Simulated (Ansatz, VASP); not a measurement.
# Mg3ZnC in two plane-wave programs, part 2 of 2

One calculation is typed for both programs; each brings its own data sets. How far apart do they land? The cell is taken from a series of runs on this material, whose earlier steps may have relaxed, scaled, displaced or heated it; both programs get it as it stands.

VASP 6.6.1 and Ansatz 0.2.0.

So far: The structure; VASP: zone-centre phonons, PBEsol.

## (3) Ansatz: zone-centre phonons, PBEsol

Level of this step: Ansatz beside VASP: Kohn-Sham DFT, plane waves, PBEsol (Ansatz).

Ansatz runs on its PAW soft_1 files.

The same cell, functional, mesh and smearing now go to Ansatz, which takes its cutoff from its data sets.

input.yaml

```yaml
crystal:
  lattice:
    - [4.362493526, 0.0, 0.0]
    - [0.0, 4.362493526, 0.0]
    - [0.0, 0.0, 4.362493526]
  atoms:
    - { symbol: Mg, position: [0.0, 0.5, 0.5] }
    - { symbol: Mg, position: [0.5, 0.5, 0.0] }
    - { symbol: Mg, position: [0.5, 0.0, 0.5] }
    - { symbol: Zn, position: [0.0, 0.0, 0.0] }
    - { symbol: C, position: [0.5, 0.5, 0.5] }
kpoints:
  mp_grid: { grid: [8, 8, 8] }
hamiltonian:
  xc: pbesol
  pseudopotentials: { kind: paw, azcp: { folder: soft_1 }, xc_functional: pbe }
scf:
  occupations: { method: methfessel_paxton, width: 0.2 }
output:
  eigenvalues: true
phonons:
  method: dfpt
```

Launch:

```
$ ansatz run input.yaml --threads 4 --pin off --max-ram 10240MiB --backend cpu --events-out ev --progress --plain --runs-dir out
```

Numbers of over 12 decimals in the logs are rounded to 6 here.

The program printed:

```text
zone centre: on kpoints.mp_grid the ground state, and the responses unless they are solved on pairs of k-points, stand on 125 of the mesh's 512 k-points, reduced under 8 symmetry operations, with k and −k counted as one. Each operation leaves every solved displacement unchanged or reverses it
Engine: ansatz 0.2.0, x86_64-unknown-linux-gnu
Pseudopotentials: kind: paw
Pseudopotential: Mg, paw, valence charge 10, recommended cutoff 420 eV (normal), soft_1/Mg.paw.azcp
Pseudopotential: Zn, paw, valence charge 12, recommended cutoff 420 eV (normal), soft_1/Zn.paw.azcp
Pseudopotential: C, paw, valence charge 4, recommended cutoff 420 eV (normal), soft_1/C.paw.azcp
Functional definition: PBEsol
  exchange = pbesol_x
  correlation = pbesol_c
Crystal: 5 atoms, lattice volume = 83.024 Å³
Basis set: ecut = 420 eV, 1647 PW (Γ), exchange–correlation on 60×60×60 points (8 copies of the dense FFT grid, shifted against one another)
Bands: 28, of which v1, the nominal top of the filled ones, is band 23 counted from 1 (22 counted from 0)
Symmetry: 48 space group operations
k-points: 125 of 512 (irreducible under 8 space group operations)
Non-local potential: Mg, projectors of the file, l = 0: 3, l = 1: 2, l = 2: 1
Non-local potential: Zn, projectors of the file, l = 0: 2, l = 1: 2, l = 2: 3, l = 3: 1
Non-local potential: C, projectors of the file, l = 0: 2, l = 1: 2, l = 2: 1
PAW form: soft (Blöchl's): semilocal exchange-correlation on the pseudo side does not see the compensation charge
PAW frozen core: Mg, regenerated for the run's functional, and the local potential with it (the file was generated under x = pbe(κ = 0.804, μ = 0.219515), c = pbe(β = 0.066725))
PAW frozen core: Zn, regenerated for the run's functional, and the local potential with it (the file was generated under x = pbe(κ = 0.804, μ = 0.219515), c = pbe(β = 0.066725))
PAW frozen core: C, regenerated for the run's functional, and the local potential with it (the file was generated under x = pbe(κ = 0.804, μ = 0.219515), c = pbe(β = 0.066725))
PAW one-centre angular grid: Mg, 110 points (default); XC on 64 Gauss nodes
PAW one-centre angular grid: Zn, 590 points (default); XC on 64 Gauss nodes
PAW one-centre angular grid: C, 110 points (default); XC on 64 Gauss nodes
Initial density: superposition of atomic densities (chi_scale 0.1, normalization cell, long waves kept (reshape's long-wave potential 0.00 eV rms))
Initial wavefunctions: pseudopotential atomic-orbital guess
Functional: x = pbesol(κ = 0.804, μ = 0.123457), c = pbesol(β = 0.046)
SCF iter   1: F=—  HF=-9264.636762 eV  |F-HF|=—  |Δ(HF+E_count)|=         —  Δρ=7.41e-2  dr2=9.10e0  ethr=3.10e-3  ⟨swp⟩=5.2  Hψ=14731  notcnv=0
preconditioner: auto → Kerker (q_TF=auto, 2.473 Å⁻¹)  [metal: Δε(μ)=0.067 eV  Ē_g=7.952 eV  σ=0.200 eV  W_gap=0.28  n_scr=18 (ndim 8)  ℏωp=19.1 eV  f_vac=0.000  D(μ)=1.39/eV (n_scr^D=6)]
SCF iter   2: F=—  HF=-9263.051426 eV  |F-HF|=—  |Δ(HF+E_count)|=    1.59e0  S|Δr|=    0.00e0  Δρ=2.52e-2  dr2=9.12e-1  ethr=3.10e-3  ⟨swp⟩=3.0  Hψ=6849  notcnv=0  defer=38
preconditioner: auto → Resta (q_TF=auto, 2.473 Å⁻¹)  ε∞=6.0  [insulator: Δε(μ)=0.186 eV  Ē_g=8.529 eV  σ=0.200 eV  W_gap=0.69  n_scr=18 (ndim 8)  ℏωp=19.1 eV  f_vac=0.000  D(μ)=1.15/eV (n_scr^D=6)  ε∞_Penn≈6.0]
SCF iter   3: F=—  HF=-9262.840809 eV  |F-HF|=—  |Δ(HF+E_count)|=   2.11e-1  S|Δr|=    0.00e0  Δρ=1.62e-2  dr2=2.51e-1  ethr=1.98e-3  ⟨swp⟩=2.1  Hψ=6349  notcnv=0  defer=32
SCF iter   4: F=—  HF=-9262.784531 eV  |F-HF|=—  |Δ(HF+E_count)|=   5.63e-2  S|Δr|=    0.00e0  Δρ=9.22e-3  dr2=5.14e-2  ethr=5.45e-4  ⟨swp⟩=2.0  Hψ=5797  notcnv=0  defer=32
SCF iter   5: F=—  HF=-9262.774970 eV  |F-HF|=—  |Δ(HF+E_count)|=   9.56e-3  S|Δr|=    0.00e0  Δρ=2.81e-3  dr2=4.28e-3  ethr=1.12e-4  ⟨swp⟩=2.0  Hψ=5258  notcnv=0  defer=32
SCF iter   6: F=—  HF=-9262.774226 eV  |F-HF|=—  |Δ(HF+E_count)|=   7.44e-4  S|Δr|=    0.00e0  Δρ=6.73e-4  dr2=2.81e-4  ethr=9.31e-6  ⟨swp⟩=2.0  Hψ=4679  notcnv=0  defer=32
SCF iter   7: F=—  HF=-9262.774273 eV  |F-HF|=—  |Δ(HF+E_count)|=   4.66e-5  S|Δr|=    0.00e0  Δρ=2.18e-4  dr2=1.81e-5  ethr=6.11e-7  ⟨swp⟩=2.0  Hψ=4996  notcnv=0  defer=32
SCF iter   8: F=—  HF=-9262.774273 eV  |F-HF|=—  |Δ(HF+E_count)|=   2.53e-7  S|Δr|=    0.00e0  Δρ=4.46e-5  dr2=1.24e-6  ethr=3.93e-8  ⟨swp⟩=2.0  Hψ=5779  notcnv=0  defer=32
SCF iter   9: F=—  HF=-9262.774273 eV  |F-HF|=—  |Δ(HF+E_count)|=   1.47e-7  S|Δr|=    0.00e0  Δρ=1.21e-5  dr2=1.01e-7  ethr=2.70e-9  ⟨swp⟩=2.0  Hψ=5766  notcnv=0  defer=32
SCF iter  10: F=—  HF=-9262.774273 eV  |F-HF|=—  |Δ(HF+E_count)|=   7.55e-9  S|Δr|=    0.00e0  Δρ=2.19e-6  dr2=8.20e-9  ethr=2.19e-10  ⟨swp⟩=2.0  Hψ=4479  notcnv=0  defer=32
SCF iter  11: F=—  HF=-9262.774273 eV  |F-HF|=—  |Δ(HF+E_count)|=  8.97e-10  S|Δr|=    0.00e0  Δρ=7.14e-7  dr2=2.83e-10  ethr=1.78e-11  ⟨swp⟩=2.0  Hψ=4765  notcnv=0  defer=32
SCF iter  12: F=-9262.774273 eV  HF=-9262.774273 eV  |F-HF|=1.82e-12  |Δ(HF+E_count)|=  3.82e-11  S|Δr|=    0.00e0  Δρ=5.90e-8  dr2=2.79e-12  ethr=1.00e-12  ⟨swp⟩=6.4  Hψ=17914  notcnv=0
SCF 1 converged in 12 iterations: F = -9262.774273 eV  dr2 = 2.79e-12
  greatest PAW one-centre occupation: 1.000 electrons in one spin orbital (limit 2), on the Mg atom at site 2 (counted from 0), in its partial waves of l = 0
DFPT response loops at Γ: preconditioner auto → Kerker (q_TF=auto, 2.473 Å⁻¹) (partly filled bands, converged f_vac=0.000); β = 1.00, the filter's whole step (`scf.mixing.beta` (0.50) is not read by the response loops under this deck's `scf.mixing.preconditioner`; to damp them name `kerker` or `kerker_dos`, under which they read `scf.mixing.beta`, and type it under 1.00, their step now; both keys bind the ground state too); Broyden in place of MSR1
SCF converged after 12 iterations
Stability not checked: this state was not tested for a lower state beside it, because cold or Methfessel-Paxton smearing, or corrected tetrahedra, fill the levels in a way that the test cannot read (fill_not_monotonic; see scf.lower_state_search)
Free energy (F): -9262.774273 eV
Harris-Foulkes:  -9262.774273 eV  (|F-HF|=1.82e-12)
Internal energy: -9262.772527 eV  (E = F + TS)
E sigma→0 (E₀):  -9262.773836 eV
Entropy (-TS):   -0.001746 eV (-0.349 meV/atom)
Fermi energy:    7.278461 eV
--- Per-component energies (eV) ---
  E_band       = -991.735907
  E_kinetic    = 441.407579
  E_local      = -6938.289084  (includes V_loc(G=0)·N_el)
  E_nonlocal   = 1427.804348
  E_hartree    = 2417.600034
  E_xc         = -203.066000
  E_vxc        = -211.035020  (∫ρ·V_xc dr)
  E_paw        = -2821.115776  (= ΣΔE_a)
  E_vpaw       = -546.822995  (= ΣTr[D̂ρ^β])
  E_aug_tail   = -0.000728  (compensation charges beyond the density's cutoff)
  E_ewald      = -3588.107943
  E_core_change = 0.995043  (= ΣΔE_core)
  E_smearing   = -0.001746  (= −TS)
  E_closure    = -0.000000  (closes the sum)
  Σ components = -9262.774273   (vs F -9262.774273, Δ=0.00e0)
--- Band table (eV; the first three rows and the last of 125) ---
  k-point 0: bands = [... 19 lower, 4.5841, 4.5841, 4.5841, 8.9634, 8.9634, 10.0014, 10.0014, 10.0014, ... 1 higher]
  k-point 1: bands = [... 19 lower, 4.5532, 4.6482, 4.6482, 8.5810, 9.0745, 9.7987, 9.7987, 10.3164, ... 1 higher]
  k-point 2: bands = [... 19 lower, 4.6221, 4.8179, 4.8179, 7.6699, 9.3002, 9.3002, 9.4007, 11.3130, ... 1 higher]
  k-point 124: bands = [... 19 lower, 3.8713, 3.8713, 4.1136, 5.4396, 5.4396, 5.4396, 12.3595, 12.3595, ... 1 higher]
--- Phonons (Γ-DFPT): 4 representative perturbations + reference, on 125 of 512 k-points (Σ response iterations 13) ---
  k mesh reduced under 8 symmetry operations, with k and −k counted as one. Each operation leaves every solved displacement unchanged or reverses it
  ASR residual: 4.291e-5 → 0.000e0 eV/Å²; symmetrization residual: 2.563e-6 eV/Å²
  ASR residual per site (eV/Å²): 4.29e-5 4.29e-5 4.29e-5 1.64e-5 3.30e-5
  Γ frequencies (cm⁻¹): 0.00 0.00 0.00 122.22 122.22 122.22 172.42 172.42 172.42 263.38 263.38 263.38 568.78 568.78 568.78
  non-analytic LO–TO correction: not included (Born effective charges unavailable; polar crystals: no LO–TO splitting at Γ)
```

In the SCF lines HF is the Harris–Foulkes energy and dr2 the Hartree energy of the density residual, in eV; the loop may stop once dr2 is under the threshold and the program's other checks hold. Hψ counts applications of the Hamiltonian.

## (4) Comparison

Known differences besides the potentials themselves: the data sets hold 46 valence electrons in Ansatz (on its PAW soft_1 files) and 22 in VASP; the cutoff is 420 eV in Ansatz and 600 eV in VASP; Ansatz makes its cores anew for this functional, VASP keeps those of its PBE data sets. Total energies have different zeros and are not compared.

Both answers:

| quantity | Ansatz | VASP | difference |
| --- | --- | --- | --- |
| optical mode 1 to 3 (cm⁻¹) | 122.2 | 122.4 | -0.16 % |
| optical mode 4 to 6 (cm⁻¹) | 172.4 | 173.1 | -0.41 % |
| optical mode 7 to 9 (cm⁻¹) | 263.4 | 264.2 | -0.31 % |
| optical mode 10 to 12 (cm⁻¹) | 568.8 | 572.2 | -0.59 % |

Modes are paired by rising frequency, not by their patterns, so a pair may set unlike modes beside each other; they are those without the splitting of longitudinal modes.

## (5) Summary of results

```json
{
  "r.m.s. difference of the optical zone-centre modes, each program's sorted by frequency (zone-centre phonons, PBEsol)": "1.8 cm⁻¹",
  "difference in optical mode 10 to 12 (zone-centre phonons, PBEsol)": "-0.6 %"
}
```

The r.m.s. difference of the optical zone-centre modes, each program's sorted by frequency is 1.8 cm⁻¹ (zone-centre phonons, PBEsol). The data sets hold unlike numbers of valence electrons (46 in Ansatz and 22 in VASP), so part of the differences comes from the potentials. Among the rows given in per cent, the largest difference of the zone-centre phonons, PBEsol pair is in optical mode 10 to 12, -0.6 %. 2 further runs of this series are not shown here. Such differences can come from data sets, numerical settings and the points named under the comparisons, not from the functional's error against experiment.

[Lines on the potential files, build, host, timing and source positions are cut from VASP's logs without a mark.]

[Logs are printed without paths, hosts, clocks, repeated set-up lines and the standing remarks that a program may print on its own settings, such as how far it seeks lower states.]

[Hosts, paths, dates, database ids (printed as entryN), source tags and the programs' standing remarks are cut or masked in the printed files.]
